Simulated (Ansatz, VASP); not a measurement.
## Ni (Nickel) in two plane-wave programs

Wanted: the spread between two codes on one cell, functional and k mesh. The cell is taken from a series of runs on this material, whose earlier steps may have relaxed, scaled, displaced or heated it; both programs get it as it stands.

Method: plane waves, with VASP 6.6.1 beside it; single point at PBEsol, in Ansatz 0.2.0.

### Step 1. Set-up

Symmetry: Fm-3m, No. 225, cubic system. Conventional cell: a = 3.129 Å, b = 3.129 Å, c = 3.129 Å, α = 90.00°, β = 90.00°, γ = 90.00°. Nearest to Ni lie 12 Ni at 2.21 Å.

### Step 2. Ansatz: single point, PBEsol, pair 1

Ansatz runs on its default PAW (the set named soft_2) files.

With cell and atoms fixed, the geometry can't cause a difference; cores, projectors, grids and the points listed under the comparison can.

input.yaml reads:

```yaml
crystal:
  lattice:
    - [0.0, 1.56442914, 1.56442914]
    - [1.56442914, 0.0, 1.56442914]
    - [1.56442914, 1.56442914, 0.0]
  atoms:
    - { symbol: Ni, position: [0.0, 0.0, 0.0], spin: 1.0 }
magnetization:
  spin_polarized: true
kpoints:
  mp_grid: { grid: [21, 21, 21] }
hamiltonian:
  xc: pbesol
scf:
  occupations: { method: fermi_dirac, width: 0.1 }
  max_iter: 120
  convergence: { dr2_threshold: 1.0e-08 }
basis:
  ecutwfc: 420.0
output:
  stress: true
```

Command:

```
> ansatz run input.yaml --threads 1 --pin off --max-ram 2560MiB --backend cpu --events-out ev --progress --plain --runs-dir out
```

Numbers of over 12 decimals in the logs are rounded to 6 here.

Log:

```text
Warning: output.stress: scf.convergence.dr2_threshold = 1e-8 eV is looser than the 1e-10 eV advised for a printed stress (1e-10 eV for each atom of the cell: 1). What an SCF threshold leaves in a stress goes as its square root, and in the free energy as the threshold itself, and one threshold admits the most on a small cell: [figures from the program's tests cut] Set scf.convergence.dr2_threshold to 1e-10 eV or tighter. The threshold is an SCF's pass mark: one that does not reach it within its budget of iterations ends unconverged, or closes short of it on a stop that the run arms, and scf.convergence.dr2_threshold's page says what that costs each kind of run
Engine: ansatz 0.2.0, aarch64-unknown-linux-gnu
Pseudopotentials: kind: paw
Pseudopotential: Ni, paw, valence charge 18, recommended cutoff 420 eV (normal), Ni.paw.azcp
Functional definition: PBEsol
  exchange = pbesol_x
  correlation = pbesol_c
Crystal: 1 atoms, lattice volume = 7.658 Å³
Basis set: ecut = 420 eV, 169 PW (Γ)
Bands: 14, of which v1, the nominal top of the filled ones, is band 9 counted from 1 (8 counted from 0)
Symmetry: 48 space group operations
Space group: Fm-3m (ITA 225), of the structure as read, at distance tolerance 2.0e-5 Å
Magnetic group: BNS 225.116 (UNI 1618), of the structure as read, at distance tolerance 2.0e-5 Å
k-points: 286 of 9261
Non-local potential: Ni, projectors of the file, l = 0: 3, l = 1: 2, l = 2: 3, l = 3: 1
PAW form: soft (Blöchl's): semilocal exchange-correlation on the pseudo side does not see the compensation charge
PAW frozen core: Ni, regenerated for the run's functional, and the local potential with it (the file was generated under x = pbe(κ = 0.804, μ = 0.219515), c = pbe(β = 0.066725))
PAW one-centre angular grid: Ni, 590 points (default); XC on 64 Gauss nodes
Initial density: superposition of atomic densities (chi_scale 0.1, normalization cell)
Starting moments: Σ|m| = 1 μB on 1 of 1 site
Initial wavefunctions: pseudopotential atomic-orbital guess
Functional: x = pbesol(κ = 0.804, μ = 0.123457), c = pbesol(β = 0.046)
SCF iter   1: F=—  HF=-5802.193763 eV  |F-HF|=—  |Δ(HF+E_count)|=         —  Δρ=1.33e-1 (↑1.33e-1 ↓9.81e-2)  dr2=2.15e0  dr2_m=5.40e-2  M=0.707 μB ∫|m|=0.738 μB  β_m=0.30  ethr=3.10e-3  ⟨swp⟩=5.1  Hψ=39662  notcnv=0
Mixer restart at iter 1: flushing history
preconditioner: auto → none  [metal: Δε(μ)=0.011 eV  Ē_g=20.318 eV  σ=0.100 eV  W_gap=0.03  n_scr=0 (ndim 8)  ℏωp=42.4 eV  f_vac=0.000  D(μ)=1.12/eV (n_scr^D=14)]
SCF iter   2: F=—  HF=-5802.139445 eV  |F-HF|=—  |Δ(HF+E_count)|=   5.43e-2  Δρ=8.96e-2 (↑3.30e-2 ↓8.96e-2)  dr2=4.10e-1  dr2_m=9.55e-2  M=0.609 μB ∫|m|=0.640 μB  β_m=0.26  ethr=3.10e-3  ⟨swp⟩=3.3  Hψ=20403  notcnv=0  defer=130
SCF iter   3: F=—  HF=-5802.536708 eV  |F-HF|=—  |Δ(HF+E_count)|=   3.97e-1  Δρ=4.50e-2 (↑2.14e-2 ↓4.50e-2)  dr2=2.49e-2  dr2_m=6.70e-2  M=0.608 μB ∫|m|=0.641 μB  β_m=0.36  ethr=2.28e-3  ⟨swp⟩=2.5  Hψ=13760  notcnv=0  defer=134
SCF iter   4: F=—  HF=-5803.574705 eV  |F-HF|=—  |Δ(HF+E_count)|=    1.04e0  Δρ=3.01e-2 (↑1.16e-2 ↓3.01e-2)  dr2=1.66e-2  dr2_m=2.72e-2  M=0.560 μB ∫|m|=0.598 μB  β_m=0.69  ethr=1.38e-4  ⟨swp⟩=2.7  Hψ=18079  notcnv=0  defer=174
SCF iter   5: F=—  HF=-5804.071646 eV  |F-HF|=—  |Δ(HF+E_count)|=   4.97e-1  Δρ=3.07e-3 (↑2.94e-3 ↓3.07e-3)  dr2=1.40e-3  dr2_m=1.43e-5  M=0.505 μB ∫|m|=0.548 μB  β_m=0.75  ethr=9.20e-5  ⟨swp⟩=2.3  Hψ=16261  notcnv=0  defer=180
SCF iter   6: F=—  HF=-5804.071442 eV  |F-HF|=—  |Δ(HF+E_count)|=   2.04e-4  Δρ=2.37e-4 (↑2.37e-4 ↓1.61e-4)  dr2=5.38e-7  dr2_m=2.23e-6  M=0.508 μB ∫|m|=0.550 μB  β_m=0.87  ethr=7.76e-6  ⟨swp⟩=1.3  Hψ=10612  notcnv=0  defer=180
SCF iter   7: F=—  HF=-5804.071445 eV  |F-HF|=—  |Δ(HF+E_count)|=   3.75e-6  Δρ=1.74e-4 (↑1.74e-4 ↓1.49e-4)  dr2=4.29e-6  dr2_m=1.30e-8  M=0.507 μB ∫|m|=0.549 μB  β_m=0.87  ethr=2.99e-9  ⟨swp⟩=2.3  Hψ=14004  notcnv=0  defer=180
SCF iter   8: F=—  HF=-5804.071445 eV  |F-HF|=—  |Δ(HF+E_count)|=   3.52e-7  Δρ=1.11e-4 (↑5.28e-5 ↓1.11e-4)  dr2=1.08e-6  dr2_m=6.74e-8  M=0.507 μB ∫|m|=0.549 μB  β_m=0.94  ethr=2.99e-9  ⟨swp⟩=2.4  Hψ=10848  notcnv=0  defer=180
SCF iter   9: F=—  HF=-5804.071445 eV  |F-HF|=—  |Δ(HF+E_count)|=   2.96e-7  Δρ=9.28e-6 (↑3.44e-6 ↓9.28e-6)  dr2=1.46e-9  dr2_m=2.74e-9  M=0.507 μB ∫|m|=0.549 μB  β_m=0.88  ethr=2.99e-9  ⟨swp⟩=2.2  Hψ=10743  notcnv=0  defer=180
SCF iter  10: F=—  HF=-5804.071445 eV  |F-HF|=—  |Δ(HF+E_count)|=  6.37e-11  Δρ=7.91e-6 (↑4.42e-6 ↓7.91e-6)  dr2=6.07e-9  dr2_m=2.36e-10  M=0.507 μB ∫|m|=0.549 μB  β_m=0.88  ethr=8.13e-12  ⟨swp⟩=2.1  Hψ=13382  notcnv=0  defer=180
SCF iter  11: F=-5804.071445 eV  HF=-5804.071445 eV  |F-HF|=1.82e-12  |Δ(HF+E_count)|=   2.77e-9  Δρ=1.58e-7 (↑1.58e-7 ↓4.88e-8)  dr2=8.10e-13  dr2_m=6.46e-13  M=0.507 μB ∫|m|=0.549 μB  ethr=8.13e-12  ⟨swp⟩=2.4  Hψ=26759  notcnv=0
SCF 1 converged in 11 iterations: F = -5804.071445 eV  dr2 = 8.10e-13
  greatest PAW one-centre occupation: 1.002 electrons in one spin orbital (limit 2), on the Ni atom at site 0 (counted from 0), in its partial waves of l = 1
SCF converged after 11 iterations
Magnetization: 0.5074 μB (9.2537 up, 8.7463 down)
Absolute magnetization: 0.5499 μB (∫|ρ↑−ρ↓|, with the PAW one-centre terms)
Spin contamination: 0.0022 ħ² per cell (⟨S²⟩ above its minimum at these occupations)
Per-site moments (μB) at R_I (Å): [(0.526710, 0.912630)]
Free energy (F): -5804.071445 eV
Harris-Foulkes:  -5804.071445 eV  (|F-HF|=1.82e-12)
Internal energy: -5804.029583 eV  (E = F + TS)
E sigma→0 (E₀):  -5804.050514 eV
Entropy (-TS):   -0.041862 eV (-41.862 meV/atom)
Fermi energy:    27.589868 eV
--- Per-component energies (eV) ---
  E_band       = -130.723130
  E_kinetic    = 292.175279
  E_local      = -2840.489811  (includes V_loc(G=0)·N_el)
  E_nonlocal   = 636.249934
  E_hartree    = 1207.845956
  E_xc         = -88.610861
  E_vxc        = -114.817413  (∫ρ·V_xc dr)
  E_paw        = -1593.121161  (= ΣΔE_a)
  E_vpaw       = -519.533446  (= ΣTr[D̂ρ^β])
  E_aug_tail   = 0.000355  (compensation charges beyond the density's cutoff)
  E_ewald      = -3418.276563
  E_core_change = 0.197289  (= ΣΔE_core)
  E_smearing   = -0.041862  (= −TS)
  E_closure    = -0.000000  (closes the sum)
  Σ components = -5804.071445   (vs F -5804.071445, Δ=0.00e0)
--- Stress (GPa, compression-positive) ---
      145.664883      -0.000000       0.000000
        0.000000     145.664883       0.000000
        0.000000       0.000000     145.664883
  P = ⅓ Tr σ = 145.6649 GPa (1456.649 kbar)
```

Reading the cycles: dr2 is the Hartree energy of the density residual (eV), the measure of convergence; HF is the Harris–Foulkes estimate of the energy, which meets the free energy F at convergence.

The run ends at a pressure of 145.66 GPa.

### Step 3. VASP: single point, PBEsol, pair 1

The same cell, functional, mesh and smearing now go to VASP, with its own data sets.

Lines of VASP's logs that name or quote its potential files are left out, and so is its time.

INCAR reads:

```
SYSTEM = Ni
PREC = Accurate
ENCUT = 600
EDIFF = 1E-06
NELM = 200
ISMEAR = -1
SIGMA = 0.1
LREAL = .FALSE.
ALGO = Normal
GGA = PS
NBANDS = 12
ISPIN = 2
MAGMOM = 0.53
LASPH = .TRUE.
LMAXMIX = 4
LORBIT = 11
LWAVE = .FALSE.
LCHARG = .FALSE.
ISIF = 2
GGA_COMPAT = .FALSE.
```

POSCAR reads:

```
Ni
1.0
    0.0000000000      1.5644291400      1.5644291400
    1.5644291400      0.0000000000      1.5644291400
    1.5644291400      1.5644291400      0.0000000000
Ni
1
Direct
    0.0000000000      0.0000000000      0.0000000000
```

KPOINTS reads:

```
Automatic mesh
0
Gamma
21 21 21
0 0 0
```

PAW data sets: Ni (PBE family, release 64).

Command:

```
> mpirun -np 1 vasp_std
```

Log:

```text
[banner, memory and clock lines left out]
running    1 mpi-ranks, on    1 nodes
 distrk:  each k-point on    1 cores,    1 groups
 distr:  one band on    1 cores,    1 groups

 POSCAR found type information on POSCAR Ni
 POSCAR found :  1 types and       1 ions
|                                                                             |
|               ----> ADVICE to this user running VASP <----                  |
|                                                                             |
|     You enforced a specific xc type in the INCAR file but a different       |
|     [... a line on the potential file left out ...]
|     I HOPE YOU KNOW WHAT YOU ARE DOING!                                     |
|                                                                             |

 LDA part: xc-table for (Slater+PW92), standard interpolation
 POSCAR, INCAR and KPOINTS ok, starting setup
 FFT: planning ... GRIDC
 FFT: planning ... GRID_SOFT
 FFT: planning ... GRID
 WAVECAR not read
 entering main loop
       N       E                     dE             d eps       ncg     rms          rms(c)
DAV:   1     0.336001385464E+02    0.33600E+02   -0.50021E+03 14440   0.130E+03
DAV:   2    -0.512117647747E+01   -0.38721E+02   -0.36357E+02 14672   0.198E+02
DAV:   3    -0.627291929644E+01   -0.11517E+01   -0.11435E+01 15976   0.358E+01
DAV:   4    -0.627999808247E+01   -0.70788E-02   -0.70771E-02 15976   0.262E+00
DAV:   5    -0.628008748824E+01   -0.89406E-04   -0.89403E-04 16932   0.266E-01    0.170E+01
DAV:   6    -0.537704819528E+01    0.90304E+00   -0.73079E+00 18080   0.401E+01    0.584E+00
DAV:   7    -0.527808540625E+01    0.98963E-01   -0.48828E-01 16476   0.103E+01    0.398E+00
DAV:   8    -0.524475267683E+01    0.33333E-01   -0.37154E-02 20052   0.165E+00    0.459E-01
DAV:   9    -0.524437545866E+01    0.37722E-03   -0.28002E-04 16760   0.190E-01    0.168E-01
DAV:  10    -0.524434779061E+01    0.27668E-04   -0.21531E-05 19012   0.515E-02    0.835E-02
DAV:  11    -0.524436634593E+01   -0.18555E-04   -0.92331E-05 19112   0.112E-01    0.432E-02
DAV:  12    -0.524436310274E+01    0.32432E-05   -0.25383E-06 12480   0.208E-02    0.163E-02
DAV:  13    -0.524436217660E+01    0.92614E-06   -0.10839E-06 10900   0.123E-02
   1 F= -.52443622E+01 E0= -.52230136E+01  d E =-.426971E-01  mag=     0.5002
```

OUTCAR, selected parts (step 3):

```text
ion  position               nearest neighbor table
   1  0.000  0.000  0.000-

  LATTYP: Found a face centered cubic cell.
 ALAT       =     3.1288582800

 Subroutine GETGRP returns: Found 48 space group operations
 (whereof 48 operations were pure point group operations)

The static configuration has the point symmetry O_h .

 Found    286 irreducible k-points:

   k-points           NKPTS =    286   k-points in BZ     NKDIM =    286   number of bands    NBANDS=     12

   dimension x,y,z NGX =    18 NGY =   18 NGZ =   18
   dimension x,y,z NGXF=    36 NGYF=   36 NGZF=   36

   ENCUT  =  600.0 eV  44.10 Ry    6.64 a.u.   4.42  4.42  4.42*2*pi/ulx,y,z

   NELECT =      10.0000    total number of electrons

 k-points in reciprocal lattice and weights: Automatic mesh
   0.00000000  0.00000000  0.00000000       0.000
   0.04761905  0.00000000  0.00000000       0.001
   0.09523810  0.00000000  0.00000000       0.001
   0.14285714  0.00000000  0.00000000       0.001
   0.19047619  0.00000000  0.00000000       0.001
   0.23809524  0.00000000  0.00000000       0.001
   0.28571429  0.00000000  0.00000000       0.001
   0.33333333  0.00000000  0.00000000       0.001
   0.38095238  0.00000000  0.00000000       0.001
[...]
-0.28571429  0.47619048  0.19047619       0.003
  -0.28571429  0.47619048  0.23809524       0.003

 average (electrostatic) potential at core
       1 -76.6192

 E-fermi :  15.1954

 spin component 1
 k-point     1 :       0.0000    0.0000    0.0000
  band No.  band energies     occupation
    ...
      2      11.6777      1.00000
      3      11.6777      1.00000
      4      11.6777      1.00000
      5      13.6005      1.00000
      6      13.6005      1.00000
      7      41.7134      0.00000
      8      48.4686      0.00000
      9      48.4686      0.00000
     10      48.4686      0.00000
     11      53.6144      0.00000
    ...

 k-point     2 :       0.0476    0.0000    0.0000
  band No.  band energies     occupation
    ...
      2      11.6349      1.00000
      3      11.7115      1.00000
      4      11.7115      1.00000
      5      13.5837      1.00000
      6      13.5837      1.00000
      7      41.6249      0.00000
      8      47.0662      0.00000
      9      48.3806      0.00000
     10      48.3806      0.00000
     11      53.7799      0.00000
    ...

 k-point     3 :       0.0952    0.0000    0.0000
  band No.  band energies     occupation
    ...
      2      11.5164      1.00000
      3      11.8035      1.00000
      4      11.8035      1.00000
      5      13.5431      1.00000
      6      13.5431      1.00000
      7      41.1039      0.00000
      8      44.8887      0.00000
      9      48.1578      0.00000
     10      48.1578      0.00000
     11      53.6327      0.00000
    ...

 k-point     4 :       0.1429    0.0000    0.0000
  band No.  band energies     occupation
    ...
      2      11.3511      1.00000
      3      11.9231      1.00000
      4      11.9231      1.00000
      5      13.5100      1.00000
      6      13.5100      1.00000
      7      39.4770      0.00000
      8      43.5854      0.00000
      9      47.8779      0.00000
     10      47.8779      0.00000
     11      53.3861      0.00000
    ...

 k-point     5 :       0.1905    0.0000    0.0000
  band No.  band energies     occupation
    ...
      2      11.1882      1.00000
      3      12.0172      1.00000
      4      12.0172      1.00000
      5      13.5367      1.00000
      6      13.5367      1.00000
      7      37.0049      0.00000
      8      42.9796      0.00000
      9      47.5969      0.00000
     10      47.5969      0.00000
     11      53.4498      0.00000
    ...

 k-point     6 :       0.2381    0.0000    0.0000
  band No.  band energies     occupation
    ...
      2      11.1040      1.00000
      3      12.0345      1.00000
      4      12.0345      1.00000
      5      13.6705      1.00000
      6      13.6705      1.00000
      7      34.3422      0.00000
      8      42.4341      0.00000
      9      47.3396      0.00000
     10      47.3396      0.00000
     11      53.4395      0.00000
    ...

  Total        6.9066101      6.9066101      6.9066101      0.0000000      0.0000000      0.0000000
  in kB     1445.0332320   1445.0332320   1445.0332320      0.0000000      0.0000000      0.0000000
  external PRESSURE =    1445.0332320 kB  Pullay stress =       0.0000000 kB

  energy-cutoff  :      600.00
  volume of cell :        7.66
      direct lattice vectors                 reciprocal lattice vectors
     0.000000000  1.564429140  1.564429140    -0.319605399  0.319605399  0.319605399
     1.564429140  0.000000000  1.564429140     0.319605399 -0.319605399  0.319605399
     1.564429140  1.564429140  0.000000000     0.319605399  0.319605399 -0.319605399

 POSITION                                       TOTAL-FORCE (eV/Angst)
 -----------------------------------------------------------------------------------
      0.00000      0.00000      0.00000         0.000000      0.000000     -0.000000
 -----------------------------------------------------------------------------------
    total drift:                               -0.000000      0.000000     -0.000000

  FREE ENERGIE OF THE ION-ELECTRON SYSTEM (eV)
  ---------------------------------------------------
  free  energy   TOTEN  =        -5.2443621766 eV

  energy  without entropy=       -5.2016650700  energy(sigma->0) =       -5.22301362

 total charge
# of ion       s       p       d       tot
------------------------------------------
    1        0.692   0.917   8.608  10.218

 magnetization (x)
# of ion       s       p       d       tot
------------------------------------------
    1       -0.005  -0.021   0.510   0.483

[... 6 further parts left out ...]
```

The cell holds one magnetic atom, so no antiferromagnetic order fits into it.

### Step 4. Differences

Known differences besides the potentials themselves: VASP starts from the moments at which Ansatz ended; the data sets hold 18 valence electrons in Ansatz (on its default PAW (the set named soft_2) files) and 10 in VASP; the cutoff is 420 eV in Ansatz and 600 eV in VASP; Ansatz makes its cores anew for this functional, VASP keeps those of its PBE data sets; site moments are counted in spheres of each program's own size. Total energies have different zeros and are not compared.

The two programs side by side:

| quantity | Ansatz | VASP | difference |
| --- | --- | --- | --- |
| pressure (GPa) | 145.66 | 144.50 | +1.16 |
| total moment (μB) | 0.51 | 0.50 | +0.01 |
| moment on Ni1 (μB) | 0.53 | 0.48 | +0.04 |

### Step 5. Ansatz: single point, PBEsol, pair 2

With cell and atoms fixed, the geometry can't cause a difference; cores, projectors, grids and the points listed under the comparison can. The cell compared in this pair holds 8.53 Å³, against 7.66 Å³ for the pair before.

The cell is taken from a series of runs on this material, whose earlier steps may have relaxed, scaled, displaced or heated it; both programs get it as it stands.

input.yaml, the sections that differ from step 2:

```yaml
crystal:
  lattice:
    - [0.0, 1.62189008, 1.62189008]
    - [1.62189008, 0.0, 1.62189008]
    - [1.62189008, 1.62189008, 0.0]
  atoms:
    - { symbol: Ni, position: [0.0, 0.0, 0.0], spin: 1.0 }
# magnetization, kpoints, hamiltonian, scf, basis, output: as in step 2
```

Command:

```
> ansatz run input.yaml --threads 1 --pin off --max-ram 2560MiB --backend cpu --events-out ev --progress --plain --runs-dir out
```

Log:

```text
[...]
Crystal: 1 atoms, lattice volume = 8.533 Å³
Basis set: ecut = 420 eV, 169 PW (Γ)
Bands: 14, of which v1, the nominal top of the filled ones, is band 9 counted from 1 (8 counted from 0)
Symmetry: 48 space group operations
[...]
k-points: 286 of 9261
[...]
Internal energy: -5804.607040 eV  (E = F + TS)
E sigma→0 (E₀):  -5804.628906 eV
Entropy (-TS):   -0.043731 eV (-43.731 meV/atom)
Fermi energy:    24.263959 eV
[...]
--- Stress (GPa, compression-positive) ---
       72.763140       0.000000       0.000000
        0.000000      72.763140      -0.000000
        0.000000       0.000000      72.763140
  P = ⅓ Tr σ = 72.7631 GPa (727.631 kbar)
[key lines of the parts left out:]
SCF converged after 11 iterations
Magnetization: 0.5443 μB (9.2721 up, 8.7279 down)
Free energy (F): -5804.650771 eV
```

The run ends at a pressure of 72.76 GPa.

[end of part 1 of 2]

[Lines on the potential files, build, host, timing and source positions are cut from VASP's logs without a mark.]

[Logs are printed without paths, hosts, clocks, repeated set-up lines and the standing remarks that a program may print on its own settings, such as how far it seeks lower states.]

[Hosts, paths, dates, database ids (printed as entryN), source tags and the programs' standing remarks are cut or masked in the printed files.]
